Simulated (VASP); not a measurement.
Wanted: the native input for a VASP 6.6.1 run.

```
Task                   : band structure
Functional             : LDA
Potentials or basis    : VASP PAW LDA potentials, release 64 (Ti_sv, B)
Cutoff                 : 520 eV
k mesh                 : 15 × 15 × 11
Occupations            : methfessel-paxton, width 0.1 eV
Spin                   : no spin polarisation
Further INCAR settings : ALGO = Normal; EDIFF = 1e-06
```

The structure of TiB2 lies in POSCAR:

```
TiB2                                    
1.0
    3.0187675783      0.0000000000      0.0000000000
   -1.5093837891      2.6143294108      0.0000000000
    0.0000000000      0.0000000000      3.1857412020
  Ti              B             
     1     2
Direct
     0.0000000000000000    0.0000000000000000    0.0000000000000000
     0.3333333332999970    0.6666666667000030    0.5000000000000000
     0.6666666667000030    0.3333333332999970    0.5000000000000000
```

One way to write it, as run:

INCAR

```
SYSTEM = TiB2
  ALGO = Normal
  EDIFF = 1E-6
  ENCUT = 520
  ISIF = 2
  ISMEAR = 1
  LASPH = .TRUE.
  LCHARG = .FALSE.
  LMAXMIX = 4
  LREAL = .FALSE.
  LWAVE = .FALSE.
  NELM = 80
  PREC = Accurate
  SIGMA = 0.1
```

KPOINTS

```
k-points
0
G
  15 15 11
  0 0 0
```

KPOINTS_OPT

```
explicit points
213
Reciprocal
 0.0000000000  0.0000000000  0.0000000000 1
 0.0357142857  0.0000000000  0.0000000000 1
 0.0714285714  0.0000000000  0.0000000000 1
 0.1071428571  0.0000000000  0.0000000000 1
 0.1428571429  0.0000000000  0.0000000000 1
 0.1785714286  0.0000000000  0.0000000000 1
[... 205 lines left out ...]
 0.5000000000  0.0000000000  0.0179835500 1
 0.5000000000  0.0000000000 -0.0179835500 1
```

Potentials or basis: VASP PAW LDA potentials, release 64 (Ti_sv, B).

Run with:

```console
$ cat potpaw_LDA.64/Ti_sv/POTCAR potpaw_LDA.64/B/POTCAR > POTCAR
$ mpirun -np 1 vasp_std > vasp.out
```

It gave:

```
Pressure                : -6.1 GPa
Band gap along the path : none (metal or under the smearing width)
```

It took 34 s on 1 thread of Intel(R) Xeon(R) 6975P-C (Granite Rapids) (shared host), peak memory 0.2 GiB.
